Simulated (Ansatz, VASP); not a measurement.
# Cross-check of MgTiF6 between VASP and Ansatz, part 2 of 2

Aim: how closely do two programs agree when they are given the same cell, functional and k mesh? The cell is taken from a series of runs on this material, whose earlier steps may have relaxed, scaled, displaced or heated it; both programs get it as it stands.

VASP 6.6.1 and Ansatz 0.2.0.

So far: Set-up; Ansatz: G0W0 gap, PBEsol; VASP: G0W0 gap, PBEsol.

**3. VASP: G0W0 gap, PBEsol (continued)**

Level of this step: G0W0 on PBEsol, no spin polarisation; plane waves and PAW (Mg_sv_GW, Ti_sv_GW, F_GW) (VASP).

Numbers of over 12 decimals in the logs are rounded to 6 here.

Parts of OUTCAR (step 3):

```text
ion  position               nearest neighbor table
   1  0.500  0.500  0.500-   4 1.97   6 1.97   5 1.97   8 1.97   7 1.97   3 1.97
   2  0.000  0.000  0.000-   5 1.87   8 1.87   6 1.87   4 1.87   7 1.87   3 1.87
   3  0.672  0.842  0.242-   2 1.87   1 1.97
   4  0.842  0.242  0.672-   2 1.87   1 1.97
   5  0.758  0.328  0.158-   2 1.87   1 1.97
   6  0.158  0.758  0.328-   2 1.87   1 1.97
   7  0.328  0.158  0.758-   2 1.87   1 1.97
   8  0.242  0.672  0.842-   2 1.87   1 1.97

  LATTYP: Found a trigonal (rhomboedric) cell.
 ALAT       =     5.3688435332
 COS(alpha) =     0.5279620073

 Subroutine GETGRP returns: Found  6 space group operations
 (whereof  6 operations were pure point group operations)

The static configuration has the point symmetry S_6 .

 Found      4 irreducible k-points:

   k-points           NKPTS =      4   k-points in BZ     NKDIM =      8   number of bands    NBANDS=    101

   dimension x,y,z NGX =    40 NGY =   40 NGZ =   40
   dimension x,y,z NGXF=    80 NGYF=   80 NGZF=   80

   ENCUT  =  520.0 eV  38.22 Ry    6.18 a.u.   9.98  9.98  9.98*2*pi/ulx,y,z

   NELECT =      64.0000    total number of electrons

  energy-cutoff  :      520.00
  volume of cell :      104.74
      direct lattice vectors                 reciprocal lattice vectors
     2.608280094  1.505891214  4.444507564     0.191697204  0.110676432  0.074998935
    -2.608280094  1.505891214  4.444507564    -0.191697204  0.110676432  0.074998935
     0.000000000 -3.011782429  4.444507564     0.000000000 -0.221352864  0.074998935

 k-points in reciprocal lattice and weights: Automatic mesh
   0.00000000  0.00000000  0.00000000       0.125
   0.50000000  0.00000000  0.00000000       0.375
   0.50000000  0.50000000  0.00000000       0.375
   0.50000000  0.50000000  0.50000000       0.125

 E-fermi :   0.4387

 QP shifts <psi_nk| G(iteration)W_0 |psi_nk>: iteration 1
 for sc-GW calculations column KS-energies equals QP-energies in previous step
 and V_xc(KS)=  KS-energies - (<T + V_ion + V_H > + <T+V_H+V_ion>^1  + <V_x>^1)
 k-point   1 :       0.0000    0.0000    0.0000
  band No.  KS-energies  QP-energies   sigma(KS)   V_xc(KS)     V^pw_x(r,r')   Z            occupation Imag(sigma)
    ...
     29      -2.3391      -3.9796     -24.9328     -22.7479     -30.5009       0.7508       2.0000       0.3812
     30      -2.2052      -3.9059     -24.7359     -22.4618     -30.4247       0.7479       2.0000       0.3948
     31      -1.9731      -3.6485     -25.0260     -22.7885     -30.7508       0.7488       2.0000       0.3877
     32      -1.9731      -3.6485     -25.0260     -22.7885     -30.7508       0.7488       2.0000       0.3877
     33       2.8602       6.0838     -16.7792     -21.0770     -12.1914       0.7501       0.0000      -0.3447
     34       2.8602       6.0838     -16.7792     -21.0770     -12.1914       0.7501       0.0000      -0.3447
     35       2.8602       6.0838     -16.7792     -21.0770     -12.1914       0.7501       0.0000      -0.3447
     36       5.6449       9.0652     -18.7657     -23.3873     -14.6172       0.7401       0.0000      -0.3519
    ...

 k-point   2 :       0.5000    0.0000    0.0000
  band No.  KS-energies  QP-energies   sigma(KS)   V_xc(KS)     V^pw_x(r,r')   Z            occupation Imag(sigma)
    ...
     29      -2.3323      -4.0059     -24.7314     -22.4792     -30.4207       0.7431       2.0000       0.4049
     30      -2.2656      -3.9381     -24.7666     -22.5223     -30.4507       0.7452       2.0000       0.4007
     31      -2.2142      -3.9173     -24.7871     -22.5075     -30.5003       0.7471       2.0000       0.3962
     32      -2.1156      -3.8099     -24.8669     -22.6037     -30.5849       0.7486       2.0000       0.3926
     33       2.8699       6.0665     -16.8080     -21.0934     -12.2316       0.7459       0.0000      -0.3438
     34       2.9077       6.0915     -16.9087     -21.1805     -12.4102       0.7453       0.0000      -0.3419
     35       2.9804       6.1342     -17.1745     -21.4527     -12.7417       0.7372       0.0000      -0.3432
     36       5.4829       8.8884     -18.2838     -22.8120     -14.1425       0.7521       0.0000      -0.3414
    ...

 k-point   3 :       0.5000    0.5000    0.0000
  band No.  KS-energies  QP-energies   sigma(KS)   V_xc(KS)     V^pw_x(r,r')   Z            occupation Imag(sigma)
    ...
     29      -2.5088      -4.2288     -24.3119     -21.9843     -30.0105       0.7390       2.0000       0.4136
     30      -2.3959      -4.0622     -24.7930     -22.5525     -30.4283       0.7437       2.0000       0.3965
     31      -2.3912      -4.0543     -24.8039     -22.5691     -30.4385       0.7442       2.0000       0.3960
     32      -2.0193      -3.6944     -24.9738     -22.7360     -30.6818       0.7485       2.0000       0.3884
     33       2.8505       6.0912     -16.7237     -21.0292     -12.0971       0.7527       0.0000      -0.3464
     34       2.9538       6.1109     -17.1353     -21.3972     -12.7144       0.7408       0.0000      -0.3397
     35       3.0460       6.1781     -17.3980     -21.6627     -13.0590       0.7344       0.0000      -0.3429
     36       5.1463       8.4965     -17.5665     -21.9688     -13.4466       0.7610       0.0000      -0.3220
    ...

 k-point   4 :       0.5000    0.5000    0.5000
  band No.  KS-energies  QP-energies   sigma(KS)   V_xc(KS)     V^pw_x(r,r')   Z            occupation Imag(sigma)
    ...
     29      -2.3264      -3.9913     -24.7534     -22.5159     -30.4162       0.7441       2.0000       0.4003
     30      -2.3264      -3.9913     -24.7534     -22.5159     -30.4162       0.7441       2.0000       0.4003
     31      -2.2393      -3.9322     -24.6931     -22.4279     -30.3753       0.7473       2.0000       0.3963
     32      -2.2393      -3.9322     -24.6931     -22.4279     -30.3753       0.7473       2.0000       0.3963
     33       2.9206       6.1012     -16.8571     -21.1326     -12.3371       0.7439       0.0000      -0.3442
     34       2.9714       6.1345     -17.1644     -21.4582     -12.6776       0.7367       0.0000      -0.3453
     35       2.9714       6.1345     -17.1644     -21.4582     -12.6776       0.7367       0.0000      -0.3453
     36       5.5200       8.9442     -18.4905     -23.0692     -14.3313       0.7479       0.0000      -0.3451
    ...
```

This run has no spin polarisation, so a moment on Ti, if there is one, isn't seen.

**4. Differences**

Known differences besides the potentials themselves: fixed occupations in Ansatz, narrow Gaussian smearing in VASP; the cutoff is 420 eV in Ansatz and 520 eV in VASP; Ansatz makes its cores anew for this functional, VASP keeps those of its PBE data sets; Ansatz integrates over frequency by contour deformation, VASP on a grid of NOMEGA points; Ansatz's G0W0 levels solve the quasiparticle equation, VASP's are linearised. Total energies have different zeros and are not compared.

The two programs side by side:

```
                   quantity  Ansatz  VASP  difference
  G0W0 gap on the mesh (eV)    9.39  9.71       -0.33
Kohn-Sham gap under it (eV)    4.83  4.82       +0.01
```

**5. Outcome**

| Item | Value |
| --- | --- |
| difference in G0W0 gap on the mesh (G0W0 gap, PBEsol) | -0.33 eV |

What this shows: The difference in G0W0 gap on the mesh is -0.33 eV (G0W0 gap, PBEsol). Part of the difference in the G0W0 gap can come from VASP's linearised levels. How closely two codes agree says nothing of how well the functional describes the real material.

[Lines on the potential files, build, host, timing and source positions are cut from VASP's logs without a mark.]

[Logs are printed without paths, hosts, clocks, repeated set-up lines and the standing remarks that a program may print on its own settings, such as how far it seeks lower states.]

[Hosts, paths, dates, database ids (printed as entryN), source tags and the programs' standing remarks are cut or masked in the printed files.]
